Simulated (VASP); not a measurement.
An input for Ansatz (written as the equivalent of a VASP run, and not itself run):

Ansatz 0.2 input:
```yaml
crystal:
  lattice:
    - [2.8480328, -0.0000000, 0.0000000]
    - [-1.4240159, 2.4664685, 0.0000000]
    - [0.0000000, 0.0000000, 4.7194843]
  atoms:
    - { symbol: Ag, position: [0.3333330, 0.6666670, 0.2500000] }
    - { symbol: Ag, position: [0.6666670, 0.3333330, 0.7500000] }
kpoints:
  mp_grid: { grid: [16, 16, 9] }
hamiltonian:
  xc: pbesol
  pseudopotentials: { kind: paw }
scf:
  occupations: { method: tetrahedron }
  max_iter: 100
output: { forces: true, stress: true, eigenvalues: true }
```

Question: Translate this input to VASP (INCAR, KPOINTS, POSCAR, choice of POTCAR).

Answer: This is not unique; one that fits is 
POSCAR:
```
Ag
1
    2.8480327671    -0.0000000098     0.0000000000
   -1.4240159006     2.4664684920    -0.0000000000
    0.0000000000     0.0000000000     4.7194842624
Ag
2
Direct
  0.3333330000   0.6666670000   0.2500000000
  0.6666670000   0.3333330000   0.7500000000
```

### KPOINTS
```
Automatic mesh
0
Gamma
  16 16 9
0 0 0
```

### INCAR
```
# general
SYSTEM  = Ag
PREC    = Accurate
ENCUT   = 400   # plane-wave cut-off (eV)
LREAL   = .False.   # projection in real space or not
LASPH   = .True.   # aspherical one-centre terms

# electronic loop
EDIFF   = 1E-7   # SCF stop (eV)
NELM    = 100
ALGO    = Normal
LMAXMIX = 4   # l cut-off of mixed one-centre charges

# smearing
ISMEAR  = -5

# functional
GGA     = PS

# ions
ISIF    = 2   # forces and stress, cell fixed

# output
LWAVE   = .False.
LCHARG  = .True.
LORBIT  = 11
NEDOS   = 601
```

POTCAR, in this order: Ag (PBE.64 set). Program: vasp_std.

What does not carry over: each code has its own PAW files, so the cut-off isn't converted (ENCUT is set for VASP's; basis.ecutwfc is left out, and Ansatz then takes the one that its files recommend); Ansatz stops its SCF on the density residual and VASP on the energy change (EDIFF).

The structure was generated: Ag was put into the hcp type (P6_3/mmc), which need not be its known phase. It was relaxed first.
